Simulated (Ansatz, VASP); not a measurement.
## PC3: VASP beside Ansatz

The input INCAR:

```
SYSTEM = PC3
PREC = Accurate ; ENCUT = 600
EDIFF = 1E-6 ; ISMEAR = 0
SIGMA = 0.1 ; LREAL = .False.
LASPH = .True. ; NELM = 100
ALGO = Normal ; ISIF = 3
LWAVE = .False. ; LCHARG = .False.
GGA = PE ; IBRION = 2
NSW = 90 ; EDIFFG = -0.04
```

KPOINTS

```
regular mesh
0
Gamma
  4 4 4
  0 0 0
```

File POSCAR:

```
PC3
1.0
    4.5576712800      0.0000000000      0.0000000000
    0.0000000000      4.5576712800      0.0000000000
    0.0000000000      0.0000000000      4.5576712800
P C
2 6
Direct
    0.0000000000      0.0000000000      0.0000000000
    0.5000000000      0.5000000000      0.5000000000
    0.2500000000      0.0000000000      0.5000000000
    0.5000000000      0.7500000000      0.0000000000
    0.7500000000      0.0000000000      0.5000000000
    0.5000000000      0.2500000000      0.0000000000
    0.0000000000      0.5000000000      0.7500000000
    0.0000000000      0.5000000000      0.2500000000
```

Input for Ansatz:

```yaml
crystal:
  lattice:
    - [4.55767128, 0.0, 0.0]
    - [0.0, 4.55767128, 0.0]
    - [0.0, 0.0, 4.55767128]
  atoms:
    - { symbol: P, position: [0.0, 0.0, 0.0] }
    - { symbol: P, position: [0.5, 0.5, 0.5] }
    - { symbol: C, position: [0.25, 0.0, 0.5] }
    - { symbol: C, position: [0.5, 0.75, 0.0] }
    - { symbol: C, position: [0.75, 0.0, 0.5] }
    - { symbol: C, position: [0.5, 0.25, 0.0] }
    - { symbol: C, position: [0.0, 0.5, 0.75] }
    - { symbol: C, position: [0.0, 0.5, 0.25] }
basis:
  ecutwfc: 420
kpoints:
  mp_grid: { grid: [4, 4, 4] }
hamiltonian:
  xc: pbe
scf:
  occupations: { method: gaussian, width: 0.1 }
  lower_state_search: "off"
output:
  forces: true
  stress: true
  eigenvalues: true
relax:
  adjacent_minimum: "off"
  f_tol: 0.04
  max_steps: 70
  cell: { stress_tol: 0.4 }
```

Change from the starting cell: species swapped into the SnMo3 type (Pm-3n, No. 223).

Alike in both runs: task relaxation of cell and atoms; functional PBE; k mesh 4 × 4 × 4; occupations gaussian, width 0.1 eV; no spin polarisation.

|  | VASP | Ansatz |
| --- | --- | --- |
| version | VASP 6.6.1 | Ansatz 0.2.0 |
| potentials or method | VASP PAW PBE potentials, release 64 (P, C) | scalar-relativistic, plane waves, PAW |
| plane-wave cutoff (eV) | 600 | 420 |
| valence electrons in the cell | 34 | 34 |

Ansatz gave:

* gap on the k mesh at the Fermi level, each at its own relaxed structure (eV): none
* relaxed volume (Å³/atom): 8.36
* relaxed cell length with the largest relative difference (Å): 4.060
* energy change over the relaxation (meV/atom): -330

Which values does VASP return?

gap on the k mesh at the Fermi level, each at its own relaxed structure (eV): none; relaxed volume (Å³/atom): 8.31; relaxed cell length with the largest relative difference (Å): 4.051; energy change over the relaxation (meV/atom): -332.

A gap of «none» marks a metal or a gap that the smearing closes.

Caveats: the volume moved by over 15 % at a fixed basis, so the end points are rough (VASP).
